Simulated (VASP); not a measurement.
Data:

```
WSi
1.0
    3.05787     0.00000     0.00000
    0.00000     3.05787     0.00000
    0.00000     0.00000     3.05787
W Si
1 1
Direct
  0.00000   0.00000   0.00000
  0.50000   0.50000   0.50000
```

Computed with PBE GGA, VASP's PBE PAW potentials (set 64) (plane waves; VASP). Run with 400 eV cut-off, Gaussian smearing of 0.050 eV, potentials W_sv Si.

Unless said otherwise, spin-orbit coupling is left out, though it shifts the bands of the heavy elements here.

Predict the band gap (along the path) with the smallest direct gap where there is one.

```json
{
 "band gap (along the path)": "none (metal, semimetal or under 0.01 eV)"
}
```

The absolute energy has meaning only against runs of the same code, potentials and settings.

The structure was generated: WSi was put into the CsCl type type (Pm-3m), which need not be its known phase. It was relaxed first, which changed the volume by -36 %.
